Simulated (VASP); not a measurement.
A run of VASP 6.6.1 is set up as follows.

File INCAR:

```
PREC     = Accurate       # precision mode
ENCUT    = 520            # plane-wave cutoff, eV
EDIFF    = 1E-7           # SCF threshold, eV
ISMEAR   = 0              # smearing method
SIGMA    = 0.01           # smearing width, eV
LREAL    = Auto         
LASPH    = True           # aspherical terms in the spheres
NELM     = 100            # most SCF steps
ALGO     = Fast           # electronic algorithm
ISIF     = 2              # what is computed and relaxed
LWAVE    = False          # write WAVECAR
LCHARG   = False          # write CHGCAR
NBANDS   = 94             # bands
```

KPOINTS

```
Automatic mesh
0
Gamma
  4 4 1
```

POSCAR

```
ReS2
1.0
    6.2948590681     -0.0069021581      0.0000000000
    3.0851120078      5.6056538369      0.0000000000
    0.0000000000      0.0000000000     23.0000000000
Re S
8 16
Direct
    0.2748650285      0.1452455907      0.3672634521
    0.3975672850      0.5197438525      0.3717582367
    0.8481434973      0.1181740563      0.3688761021
    0.8240950867      0.5469266539      0.3701434734
    0.6332456637      0.9507326124      0.6282417647
    0.7559479631      1.3252306802      0.6327365021
    1.2067179250      0.9235496511      0.6298565030
    1.1826694920      1.3523023511      0.6311239414
    1.0198586225      0.7366019935      0.3185257295
    0.4811946044      0.7682393452      0.3112698113
    0.1912115304      0.8966167295      0.4276185299
    0.1516346581      0.4390288469      0.4372371191
    0.6525008303      0.9283892891      0.4205552281
    0.9810594536      0.2743884478      0.2941546346
    0.6909916074      0.3908267718      0.4449066669
    0.5204505933      0.2269638403      0.3018391400
    1.3783120863      1.5420869972      0.5794447734
    0.8396014487      1.5738596188      0.5723814734
    0.5496182345      1.7022368889      0.6887301170
    0.5103626487      1.2435127889      0.6981608626
    1.0109542676      1.7338744497      0.6814744187
    1.3398213268      1.0796497451      0.5550933355
    1.0497535283      1.1960877700      0.7058453424
    0.8791783150      1.0314474060      0.5627628418
```

Potentials or basis: VASP PAW LDA potentials, release 64 (Re, S).

Launch:

```bash
$ cat potpaw_LDA.64/Re/POTCAR potpaw_LDA.64/S/POTCAR > POTCAR
$ mpirun -np 1 vasp_std > vasp.out
```

Task: Estimate the largest force.

Result: 0.167 eV/Å.

Task: What does it give for the band gap on the k mesh?

Result: 1.33 eV, direct.

Forces in eV/Å, atoms in the order of the input:
```
Re   0.023 -0.020 -0.012
Re  -0.022  0.024  0.014
Re  -0.016 -0.046 -0.009
Re   0.012  0.047  0.007
Re   0.022 -0.024 -0.014
Re  -0.023  0.020  0.012
Re  -0.012 -0.047 -0.007
Re   0.016  0.046  0.009
S    0.005  0.008 -0.070
S   -0.006  0.046 -0.089
S    0.006 -0.045  0.095
S    0.001  0.038  0.124
S   -0.006 -0.010  0.071
S    0.001  0.001 -0.167
S   -0.001  0.004  0.165
S   -0.002 -0.034 -0.131
S    0.006  0.010 -0.071
S   -0.006  0.045 -0.095
S    0.006 -0.046  0.089
S    0.002  0.034  0.131
S   -0.005 -0.008  0.070
S    0.001 -0.004 -0.165
S   -0.001 -0.001  0.167
S   -0.001 -0.038 -0.124
```

Caveat: spin-orbit coupling is left out, which moves the levels of the heavy elements.
